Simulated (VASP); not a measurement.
Input:

```yaml
crystal:
  lattice:
    - [4.60315, 0.00000, 0.00000]
    - [0.00000, 4.60315, 0.00000]
    - [0.00000, 0.00000, 3.03544]
  atoms:
    - { symbol: Mg, position: [0.00000, 0.00000, 0.00000] }
    - { symbol: Mg, position: [0.50000, 0.50000, 0.50000] }
    - { symbol: F, position: [0.30305, 0.30305, 0.00000] }
    - { symbol: F, position: [0.80305, 0.19695, 0.50000] }
    - { symbol: F, position: [0.19695, 0.80305, 0.50000] }
    - { symbol: F, position: [0.69695, 0.69695, 0.00000] }
```

The numbers are results of r2SCAN meta-GGA, VASP's PBE PAW potentials (set 64) (plane waves; VASP), not measurements. Settings: 520 eV cut-off, 6×6×8 Γ-centred mesh, tetrahedra with Blöchl corrections, potentials Mg F.

The cores are frozen, which limits the accuracy of field gradients.

### Question
Give the principal components of the electric field gradient (V/Å²) and the asymmetry η at each nucleus.

### Answer

```
atom   Vxx   Vyy    Vzz     η
----  ----  ----  -----  ----
Mg1   -4.8  -1.5    6.3  0.52
Mg2   -4.8  -1.5    6.3  0.52
F3    29.0  16.2  -45.2  0.28
F4    29.0  16.2  -45.2  0.28
F5    29.0  16.2  -45.2  0.28
F6    29.0  16.2  -45.2  0.28
```

The compound is MgF2 in the rutile structure. It was relaxed first.
